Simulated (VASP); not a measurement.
```
CELL_PARAMETERS angstrom
      0.00000     3.01282     3.01282
      3.01282     0.00000     3.01282
      3.01282     3.01282     0.00000
ATOMIC_POSITIONS crystal
  Ca 0.00000 0.00000 0.00000
  Se 0.50000 0.50000 0.50000
```

All values below come from revPBE GGA, VASP's PBE PAW potentials (set 64) (plane waves; VASP). Settings: 520 eV cut-off, 9×9×9 Γ-centred mesh, tetrahedra with Blöchl corrections, potentials Ca_sv Se.

**Question.** The job: CaSe (rock salt), 2 atoms, revPBE, static run, 520 eV, 9×9×9 Γ-centred mesh. Roughly how much core time does it take on a busy server core?

**Answer.** About 10 core-seconds (one run on a shared machine, a rough figure). It had 35 irreducible k-points, 12 bands, up to 1486 plane waves and 14 electronic steps.

The compound is CaSe in the rock salt structure. It was relaxed first, which changed the volume by +5 %.
